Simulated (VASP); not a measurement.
Given:

```
AlP
1.0
    3.86348     0.00000     0.00000
   -1.93174     3.34587     0.00000
    0.00000     0.00000     6.34144
Al P
2 2
Direct
  0.33333   0.66667   0.00007
  0.66667   0.33333   0.50007
  0.33333   0.66667   0.37493
  0.66667   0.33333   0.87493
```

All values below come from PBEsol GGA, VASP's PBE PAW potentials (set 64) (plane waves; VASP). Settings: 400 eV cut-off, 7×7×4 Γ-centred mesh, tetrahedra with Blöchl corrections, potentials Al P.

The cores are frozen, which limits the accuracy of field gradients.

Q: Give the principal components of the electric field gradient (V/Å²) and the asymmetry η at each nucleus.

A: 
```csv
atom,Vxx,Vyy,Vzz,η
Al1,-0.6,-0.6,1.1,0.00
Al2,-0.6,-0.6,1.1,0.00
P3,-1.8,-1.8,3.5,0.00
P4,-1.8,-1.8,3.5,0.00
```

The structure comes from a computed database's AlP entry (P6_3mc); how it stands against other phases isn't given here. The cell was not relaxed at this level.
